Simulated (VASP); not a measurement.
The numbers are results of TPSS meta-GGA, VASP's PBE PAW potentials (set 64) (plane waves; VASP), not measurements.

VASP ran on this input.

### INCAR
```
LMIXTAU = .TRUE.
LMAXMIX = 6
SYSTEM = Gd
IBRION = 2   ! conjugate gradients
NSW = 30
METAGGA = TPSS
LASPH = .TRUE.   ! aspherical one-centre terms
NELM = 100
ISIF = 4   ! ions and shape, fixed volume
ALGO = Normal
PREC = Accurate
EDIFFG = -0.01
EDIFF = 1E-7
ENCUT = 520   ! plane-wave cut-off (eV)
SIGMA = 0.1   ! width (eV)
LCHARG = .FALSE.
ISMEAR = 1   ! Methfessel-Paxton
LREAL = .FALSE.   ! projection in real space or not
LWAVE = .FALSE.
```

**KPOINTS**
```
K-points
0
G
12 12 7
0 0 0
```

File POSCAR:
```
Gd
1.0
  1.7725272999  -3.0701071318   0.0000000000
  1.7725272999   3.0701071318   0.0000000000
  0.0000000000   0.0000000000   5.5493454593
Gd
2
direct
  0.3333330000   0.6666670000   0.2500000000
  0.6666670000   0.3333330000   0.7500000000
```

POTCAR, in this order: Gd_3 (PBE.64 set). Program: vasp_std.

What VASP printed:

**OUTCAR**
```
 ion  position               nearest neighbor table
   1  0.333  0.667  0.250-   2 3.45   2 3.45   2 3.45   2 3.45   2 3.45   2 3.45
   2  0.667  0.333  0.750-   1 3.45   1 3.45   1 3.45   1 3.45   1 3.45   1 3.45
  LATTYP: Found a hexagonal cell.
 ALAT       =     3.5450544184
 C/A-ratio  =     1.5653766640
 Subroutine PRICEL returns:
 Original cell was already a primitive cell.
 Subroutine GETGRP returns: Found 24 space group operations
The static configuration has the point symmetry D_3d.
 The point group associated with its full space group is D_6h.
The dynamic configuration has the point symmetry D_3d.
 Subroutine INISYM returns: Found 24 space group operations
 Subroutine IBZKPT returns following result:
 Found     76 irreducible k-points:

 Following reciprocal coordinates:
            Coordinates               Weight
  0.000000  0.000000  0.000000      1.000000
  0.083333  0.000000  0.000000      6.000000
  0.166667  0.000000  0.000000      6.000000
  0.250000  0.000000  0.000000      6.000000
  0.333333  0.000000  0.000000      6.000000
  0.416667  0.000000  0.000000      6.000000
  0.500000  0.000000  0.000000      3.000000
...
```

OSZICAR:
```
       N       E                     dE             d eps       ncg     rms          rms(c)
DAV:   1     0.445052579912E+02    0.44505E+02   -0.10199E+04  1976   0.143E+03
DAV:   2    -0.111575047965E+02   -0.55663E+02   -0.54467E+02  2111   0.285E+02
DAV:   3    -0.135978892767E+02   -0.24404E+01   -0.23408E+01  2704   0.350E+01
DAV:   4    -0.136638980020E+02   -0.66009E-01   -0.65548E-01  2647   0.558E+00
DAV:   5    -0.136664063052E+02   -0.25083E-02   -0.25076E-02  3035   0.789E-01    0.267E+01
DAV:   6    -0.179777093569E+02   -0.43113E+01   -0.53173E+01  1976   0.101E+03    0.145E+01
DAV:   7    -0.170802720338E+02    0.89744E+00   -0.89199E-01  3352   0.517E+01    0.913E-01
DAV:   8    -0.180213804650E+02   -0.94111E+00   -0.71610E-01  1976   0.118E+01    0.381E-01
DAV:   9    -0.166295369966E+02    0.13918E+01   -0.40493E+02  1976   0.797E+03    0.156E-01
DAV:  10    -0.181314318469E+02   -0.15019E+01   -0.58567E-01  1976   0.105E+01    0.226E-01
DAV:  11    -0.181414049919E+02   -0.99731E-02   -0.62074E-03  2531   0.730E-01    0.930E-02
DAV:  12    -0.181417697367E+02   -0.36474E-03   -0.45369E-04  2316   0.182E-01    0.363E-02
DAV:  13    -0.181422345685E+02   -0.46483E-03   -0.11071E-04  2346   0.813E-02    0.214E-02
DAV:  14    -0.181423924610E+02   -0.15789E-03   -0.81217E-05  2071   0.105E-01    0.184E-02
DAV:  15    -0.181424398611E+02   -0.47400E-04   -0.31537E-06  2601   0.181E-02    0.105E-02
DAV:  16    -0.181424517153E+02   -0.11854E-04   -0.69450E-06  2086   0.249E-02    0.167E-02
DAV:  17    -0.181424952222E+02   -0.43507E-04   -0.52435E-06  2066   0.290E-02    0.566E-03
DAV:  18    -0.181424953412E+02   -0.11903E-06   -0.97723E-08  1431   0.305E-03    0.412E-03
DAV:  19    -0.181424953197E+02    0.21508E-07   -0.58133E-08  1313   0.299E-03
   1 F= -.18142495E+02 E0= -.18142781E+02  d E =-.181425E+02
       N       E                     dE             d eps       ncg     rms          rms(c)
DAV:   1    -0.181440622782E+02   -0.15669E-02   -0.61121E-02  1996   0.181E+00    0.150E-01
DAV:   2    -0.181432382927E+02    0.82399E-03   -0.10098E-03  2281   0.263E-01    0.959E-02
DAV:   3    -0.181430010452E+02    0.23725E-03   -0.49504E-04  2385   0.176E-01    0.553E-02
DAV:   4    -0.181429642415E+02    0.36804E-04   -0.84099E-05  2532   0.804E-02    0.185E-02
DAV:   5    -0.181429900813E+02   -0.25840E-04   -0.48294E-05  1996   0.817E-02    0.111E-02
DAV:   6    -0.181429950813E+02   -0.50000E-05   -0.11705E-05  1996   0.358E-02    0.597E-03
DAV:   7    -0.181429994354E+02   -0.43541E-05   -0.37949E-06  2026   0.180E-02    0.180E-03
DAV:   8    -0.181430002572E+02   -0.82187E-06   -0.24221E-07  2186   0.379E-03    0.571E-04
DAV:   9    -0.181430002576E+02   -0.41996E-09   -0.18801E-08  1048   0.135E-03
   2 F= -.18143000E+02 E0= -.18143131E+02  d E =-.504938E-03
       N       E                     dE             d eps       ncg     rms          rms(c)
DAV:   1    -0.181440545790E+02   -0.10543E-02   -0.52262E-02  1996   0.167E+00    0.139E-01
DAV:   2    -0.181433426681E+02    0.71191E-03   -0.86849E-04  2281   0.243E-01    0.895E-02
DAV:   3    -0.181431400532E+02    0.20261E-03   -0.41816E-04  2405   0.161E-01    0.532E-02
DAV:   4    -0.181431081904E+02    0.31863E-04   -0.70640E-05  2538   0.733E-02    0.172E-02
DAV:   5    -0.181431290880E+02   -0.20898E-04   -0.42484E-05  1991   0.767E-02    0.101E-02
DAV:   6    -0.181431343589E+02   -0.52709E-05   -0.10269E-05  2006   0.337E-02    0.567E-03
DAV:   7    -0.181431378793E+02   -0.35205E-05   -0.29669E-06  2026   0.159E-02    0.159E-03
DAV:   8    -0.181431385185E+02   -0.63916E-06   -0.18560E-07  2043   0.329E-03    0.492E-04
DAV:   9    -0.181431385126E+02    0.58694E-08   -0.16536E-08  1018   0.129E-03
   3 F= -.18143139E+02 E0= -.18143123E+02  d E =-.643193E-03
```

### OUTCAR
```
------------------------ aborting loop because EDIFF is reached ----------------------------------------
  FORCE on cell =-STRESS in cart. coord.  units (eV):
  Direction    XX          YY          ZZ          XY          YZ          ZX
  --------------------------------------------------------------------------------------
  Total        0.8818302      0.8818301      0.8779790      0.0000000      0.0000000      0.0000000
  in kB       23.3925378     23.3925344     23.2903760      0.0000000      0.0000000      0.0000000
  external PRESSURE =      23.3584827 kB  Pullay stress =       0.0000000 kB
  volume of cell :       60.40
      direct lattice vectors                 reciprocal lattice vectors
     1.766834537 -3.060246962 -0.000000000     0.282991978 -0.163385507 -0.000000000
     1.766834537  3.060246962  0.000000000     0.282991978  0.163385507 -0.000000000
     0.000000000 -0.000000000  5.585163218     0.000000000 -0.000000000  0.179045797
 POSITION                                       TOTAL-FORCE (eV/Angst)
 -----------------------------------------------------------------------------------
      1.76683      1.02008      1.39629         0.000000      0.000000      0.000000
      1.76683     -1.02008      4.18887        -0.000000     -0.000000      0.000000
 -----------------------------------------------------------------------------------
    total drift:                               -0.000003      0.000108     -0.000011
  FREE ENERGIE OF THE ION-ELECTRON SYSTEM (eV)
  ---------------------------------------------------
  free  energy   TOTEN  =       -18.1431385126 eV

  energy  without entropy=      -18.1430913536  energy(sigma->0) =      -18.14312279

 reached required accuracy - stopping structural energy minimisation
```
(Selected blocks of OUTCAR.)

File CONTCAR:
```
Gd
   1.00000000000000
     1.7668345370405103   -3.0602469621042601   -0.0000000000000000
     1.7668345370405103    3.0602469621042601    0.0000000000000000
     0.0000000000000000   -0.0000000000000000    5.5851632182405000
  Gd
     2
Direct
     0.3333330000000032    0.6666669999999968    0.2500000000000000
     0.6666669999999968    0.3333330000000032    0.7500000000000000
```

File OUTCAR:
```
 val. band max:        3.6532067223   @ k =   0.4167   0.0833   0.2857

 cond. band min:       3.6615586448   @ k =   0.1667   0.0833   0.4286


 Fermi energy:         3.6583397977

 k-point     1 :       0.0000    0.0000    0.0000
  band No.  band energies     occupation
      1     -18.7872      2.00000
      2     -17.9342      2.00000
      3     -17.9342      2.00000
      4     -17.7832      2.00000
      5     -17.7832      2.00000
      6     -17.7395      2.00000
      7      -1.1517      2.00000
      8       1.4381      2.00000
      9       5.4287     -0.00000
     10       5.4287     -0.00000
     11       5.4531     -0.00000
     12       5.7201      0.00000
     13       6.1893      0.00000

 k-point     2 :       0.0833    0.0000    0.0000
  band No.  band energies     occupation
      1     -18.7657      2.00000
      2     -17.9817      2.00000
      3     -17.9499      2.00000
      4     -17.8335      2.00000
      5     -17.7891      2.00000
      6     -17.7494      2.00000
      7      -0.9665      2.00000
      8       1.6147      2.00000
      9       4.9803     -0.00000
     10       5.1521     -0.00000
     11       5.6062     -0.00000
     12       5.9643      0.00000
     13       6.0763      0.00000

 k-point     3 :       0.1667    0.0000    0.0000
  band No.  band energies     occupation
      1     -18.7039      2.00000
      2     -18.1110      2.00000
      3     -17.9913      2.00000
      4     -17.9660      2.00000
      5     -17.8066      2.00000
      6     -17.7793      2.00000
      7      -0.4471      2.00000
      8       2.0696      2.00000
      9       4.3640     -0.00000
     10       4.4390     -0.00000
     11       5.5263     -0.00000
     12       6.1296      0.00000
     13       6.1618      0.00000

 k-point     4 :       0.2500    0.0000    0.0000
  band No.  band energies     occupation
      1     -18.6102      2.00000
      2     -18.2868      2.00000
      3     -18.1368      2.00000
...
```

The 4f electrons are frozen in the core of the lanthanide potential, so 4f levels, which can set the real gap, and their magnetism are missing.

The compound is Gd in the hcp structure. This cell is one point of a volume scan, at 0.94 of the reference volume. Symmetry was kept, so distortions that lower it aren't found.
